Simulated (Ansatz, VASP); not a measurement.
**Si26H13C12O32 (random packing of Si31O39C14H16): VASP beside Ansatz**

One calculation is typed for both programs; each brings its own data sets. How far apart do they land? The cell is taken from a series of runs on this material, whose earlier steps may have relaxed, scaled, displaced or heated it; both programs get it as it stands.

Calculated with Ansatz 0.2.0; plane waves, with VASP 6.6.1 beside it; single point at PBE.

## Step 1: Set-up

The cell holds 83 atoms: 26 Si, 32 O, 12 C and 13 H. Cell: a = 10.052 Å, b = 10.052 Å, c = 10.052 Å, α = 90.0°, β = 90.0°, γ = 90.0°. As first built, before any earlier steps moved the atoms (in the runner's words): 83 atoms (26 Si, 32 O, 12 C, 13 H) packed at random in a cube at 2.29 g/cm^3 and pushed apart as soft spheres; a start for melting by ab initio MD, not an equilibrated structure. Then every atom was moved at random, 0.03 A r.m.s. a Cartesian component (hydrogen 0.6 of that).

## Step 2: VASP: single point, PBE

With cell and atoms fixed, the geometry can't cause a difference; cores, projectors, grids and the points listed under the comparison can.

Lines of VASP's logs that name or quote its potential files are left out, and so is its time.

INCAR

```
SYSTEM = Si26H13C12O32
PREC = Accurate
ENCUT = 600
EDIFF = 1E-06
NELM = 120
ISMEAR = -1
SIGMA = 0.05
LREAL = Auto
ALGO = Normal
GGA = PE
NBANDS = 240
LORBIT = 11
LWAVE = .FALSE.
LCHARG = .FALSE.
ISIF = 2
LASPH = .TRUE.
GGA_COMPAT = .FALSE.
NCORE = 2
```

POSCAR

```
Si26H13C12O32
1.0
   10.0519000000      0.0000000000      0.0000000000
    0.0000000000     10.0519000000      0.0000000000
    0.0000000000      0.0000000000     10.0519000000
Si O C H
26 32 12 13
Direct
    0.3296300000      0.6833600000      0.9218600000
    0.1615100000      0.1641300000      0.5912300000
    0.9082900000      0.2798600000      0.7694100000
    0.1845300000      0.5216000000      0.3382600000
    0.4787700000      0.7847400000      0.2031800000
    0.8206400000      0.5967500000      0.4429300000
    0.1552400000      0.9588300000      0.2865400000
    0.3430900000      0.5016500000      0.4842000000
    0.1048400000      0.8924100000      0.5433200000
    0.0961500000      0.5062500000      0.0355200000
    0.2763000000      0.3635300000      0.2253500000
    0.2532500000      0.7292900000      0.3277500000
    0.8875200000      0.0817500000      0.6446200000
    0.8332100000      0.8690400000      0.7513000000
    0.1992100000      0.0111400000      0.9656800000
    0.5598000000      0.9669100000      0.9107300000
    0.6927700000      0.7680800000      0.2836500000
    0.0954100000      0.2882400000      0.8667100000
    0.6704500000      0.1402400000      0.0098500000
    0.3133100000      0.3576600000      0.7797700000
    0.8124600000      0.6728400000      0.6699800000
    0.9405100000      0.2571200000      0.5233800000
    0.3928900000      0.5617400000      0.2779700000
    0.4818800000      0.5255200000      0.6442400000
    0.5634700000      0.3386200000      0.7233800000
    0.9456100000      0.4597900000      0.5820400000
    0.7957400000      0.1226500000      0.2588200000
    0.9498100000      0.3761300000      0.1320800000
    0.1342900000      0.2649600000      0.1607800000
    0.0179200000      0.9809900000      0.0712000000
    0.6064300000      0.4892400000      0.1673500000
    0.8781300000      0.7728000000      0.3586100000
    0.2769800000      0.1973100000      0.0452200000
    0.6862100000      0.0284900000      0.7441200000
    0.0356200000      0.4372600000      0.4001200000
    0.7526200000      0.2928200000      0.9368900000
    0.0819500000      0.7300300000      0.4526900000
    0.1007700000      0.8323300000      0.7596300000
    0.9343500000      0.5905500000      0.9167100000
    0.5987400000      0.9074500000      0.1074100000
    0.6018700000      0.3682300000      0.4515800000
    0.2316500000      0.2983700000      0.4678300000
    0.7737400000      0.8495600000      0.1007500000
    0.3791500000      0.7688200000      0.6722300000
    0.9615700000      0.8506000000      0.8866200000
    0.6767600000      0.2821400000      0.1650600000
    0.6981400000      0.5008800000      0.9265000000
    0.1683900000      0.6582600000      0.8309100000
    0.6146500000      0.6503300000      0.4349400000
    0.3926100000      0.9337600000      0.3151000000
    0.3464300000      0.1801300000      0.6531000000
    0.4338600000      0.7876100000      0.4568100000
    0.4284200000      0.2682300000      0.1743600000
    0.6959800000      0.1914600000      0.5807200000
    0.9988800000      0.4766500000      0.7737800000
    0.7519600000      0.4681000000      0.5697700000
    0.1874800000      0.5257800000      0.6289000000
    0.7789800000      0.5797200000      0.1655800000
    0.8498600000      0.0533600000      0.1049100000
    0.4588600000      0.2111500000      0.8662600000
    0.5850800000      0.0324400000      0.3866800000
    0.6616100000      0.6577900000      0.8153400000
    0.2805500000      0.8558700000      0.8432100000
    0.6360200000      0.8161300000      0.5503400000
    0.6473800000      0.6217400000      0.6060700000
    0.8213200000      0.0244300000      0.8576300000
    0.3760000000      0.4338400000      0.0080600000
    0.0813800000      0.0888100000      0.8238100000
    0.4956700000      0.6272700000      0.0591400000
    0.9148100000      0.8186800000      0.5612800000
    0.7772700000      0.3685700000      0.3730900000
    0.2860100000      0.0036100000      0.6733600000
    0.3999000000      0.9386300000      0.0553000000
    0.8353100000      0.7407300000      0.9598100000
    0.4576500000      0.9341700000      0.5734000000
    0.1393600000      0.7671700000      0.1502900000
    0.3192300000      0.6335000000      0.1302300000
    0.7864600000      0.9811800000      0.4379800000
    0.9410900000      0.6434800000      0.2466300000
    0.4659500000      0.5556200000      0.8433200000
    0.4397400000      0.2987700000      0.5107500000
    0.2619200000      0.1677500000      0.3221600000
    0.9308700000      0.9774800000      0.3198700000
```

KPOINTS

```
Automatic mesh
0
Gamma
1 1 1
0 0 0
```

Potentials, in the order of the species: Si, O, C and H (PBE family, release 64).

The run is started by

```sh
> mpirun -np 8 vasp_gam
```

Numbers of over 12 decimals in the logs are rounded to 6 here.

The log of the run:

```text
[banner, memory and clock lines left out]
running    8 mpi-ranks, on    1 nodes
[...]
LDA part: xc-table for (Slater+PW92), standard interpolation
 POSCAR, INCAR and KPOINTS ok, starting setup
[...]
entering main loop
       N       E                     dE             d eps       ncg     rms          rms(c)
DAV:   1     0.274802416890E+04    0.27480E+04   -0.21010E+05   480   0.160E+03
DAV:   2    -0.724093770231E+02   -0.28204E+04   -0.26298E+04   584   0.316E+02
DAV:   3    -0.388684043954E+03   -0.31627E+03   -0.29891E+03   592   0.100E+02
DAV:   4    -0.400804850404E+03   -0.12121E+02   -0.11922E+02   624   0.203E+01
[...]
DAV:  26    -0.362846756466E+03   -0.32628E-05   -0.17346E-05   680   0.110E-02    0.115E-02
DAV:  27    -0.362846757650E+03   -0.11831E-05   -0.47504E-06   456   0.663E-03    0.914E-03
DAV:  28    -0.362846757464E+03    0.18596E-06   -0.16196E-06   264   0.414E-03
   1 F= -.36284676E+03 E0= -.36264404E+03  d E =-.405432E+00
```

OUTCAR, selected parts (step 2):

```text
  Total      -96.0910788    -62.3172778    -77.5623336     -1.8938983      0.3715777     19.0778749
  in kB     -151.5825376    -98.3047670   -122.3536618     -2.9876021      0.5861595     30.0951215
  external PRESSURE =    -124.0803221 kB  Pullay stress =       0.0000000 kB

 POSITION                                       TOTAL-FORCE (eV/Angst)
 -----------------------------------------------------------------------------------
      3.31341      6.86907      9.26644        -1.889108     -0.423842     -2.389237
      1.62348      1.64982      5.94298         3.444601      1.116958      0.144622
      9.13004      2.81312      7.73403        -3.525226      1.124409      2.136940
      1.85488      5.24307      3.40016        -8.282687     -2.046289      1.643617
      4.81255      7.88813      2.04235        -0.052425      3.135741     -0.357442
      8.24899      5.99847      4.45229        -0.758192      0.415621     -2.434746
      1.56046      9.63806      2.88027        -0.016124      0.996167     -0.794885
      3.44871      5.04254      4.86713        -2.652338     -2.050503      4.243362
      1.05384      8.97042      5.46140        -1.250924     -2.711456      0.786103
      0.96649      5.08877      0.35704        -4.062772     -0.931401     -0.393963
      2.77734      3.65417      2.26520         1.454637     -6.051327     -4.153239
      2.54564      7.33075      3.29451        -1.382845      4.034639      1.059370
      8.92126      0.82174      6.47966        -2.286256     -1.571751      1.118586
      8.37534      8.73550      7.55199         2.046745      2.361730      3.107556
[...]
-----------------------------------------------------------------------------------
    total drift:                               -0.001517      0.005857     -0.008854

  FREE ENERGIE OF THE ION-ELECTRON SYSTEM (eV)
  ---------------------------------------------------
  free  energy   TOTEN  =      -362.8467574637 eV

  energy  without entropy=     -362.4413253575  energy(sigma->0) =     -362.64404141

[... 3 further parts left out ...]
[key lines of the parts left out:]
E-fermi :   3.3352
```

The run ends at a pressure of -12.41 GPa, with forces up to 8.7 eV/Å.

[end of part 1 of 2]

[Lines on the potential files, build, host, timing and source positions are cut from VASP's logs without a mark.]

[Logs are printed without paths, hosts, clocks, repeated set-up lines and the standing remarks that a program may print on its own settings, such as how far it seeks lower states.]

[Hosts, paths, dates, database ids (printed as entryN), source tags and the programs' standing remarks are cut or masked in the printed files.]
